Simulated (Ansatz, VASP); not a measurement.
**One calculation of GeSb3O2, two programs**

```xyz
6
Lattice="3.3019 0.0000 0.0000 0.0000 3.3019 0.0000 0.0000 0.0000 11.0781" Properties=species:S:1:pos:R:3 pbc="T T T"
Ge    0.0000    0.0000    5.5391
Sb    1.6509    1.6509    3.0104
Sb    1.6509    1.6509    8.0677
Sb    1.6509    1.6509    0.0000
O     1.6509    1.6509    5.5391
O     0.0000    0.0000    0.0000
```

Alike in both runs: functional PBE; k mesh 4 × 4 × 2; occupations gaussian, width 0.1 eV; no spin polarisation.

Ansatz relaxed the structure, and its values are those at the end. VASP's run is a single point on that final structure, the one shown.

|  | VASP | Ansatz |
| --- | --- | --- |
| version | VASP 6.6.1 | Ansatz 0.2.0 |
| potentials or method | VASP PAW PBE potentials, release 64 (Ge_d, Sb, O) | scalar-relativistic, plane waves, PAW |
| plane-wave cutoff (eV) | 520 | 420 |
| valence electrons in the cell | 41 | 71 |

```csv
,VASP,Ansatz,Ansatz less VASP
gap on the k mesh at the Fermi level (eV),none,none,-
pressure (GPa),-0.4,0.0,+0.31
rms of the force components (eV/Å),0.013,0.004,-0.0088
```

A gap of «none» marks a metal or a gap that the smearing closes. The two sets of potentials don't hold the same shells in valence.

Caveats: the k mesh is coarse (spacing up to 0.48 Å⁻¹), so the values aren't converged; an odd number of electrons without spin polarisation forces a metal; a magnetic or distorted state may lie lower. The runs have no spin-orbit coupling, so splittings on Sb are missing.
